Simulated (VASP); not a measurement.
Input:

```
Nb
1.0
   -2.55966     2.55966     1.40269
    2.55966    -2.55966     1.40269
    2.55966     2.55966    -1.40269
Nb
2
Direct
  0.75000   0.25000   0.50000
  0.00000   0.00000   0.00000
```

Calculation: PBEsol GGA with spin-orbit coupling, VASP's PBE PAW potentials (set 64) (plane waves; VASP 6.6.1). Run with 400 eV cut-off, 13×13×13 Γ-centred mesh, Gaussian smearing of 0.050 eV, potentials Nb_sv.

Task: Predict the energy per atom (σ→0), band gap (over mesh and band path) with the smallest direct gap where there is one.

Result: 
```
Property                                                              Result
----------------------------------  ----------------------------------------
band gap (over mesh and band path)  none (metal, semimetal or under 0.01 eV)
energy per atom (σ→0)                                        -10.410 eV/atom
```

The absolute energy has meaning only against runs of the same code, potentials and settings.

The structure was generated: Nb was put into the beta-Sn type (I4_1/amd), which need not be its known phase. It was relaxed first.
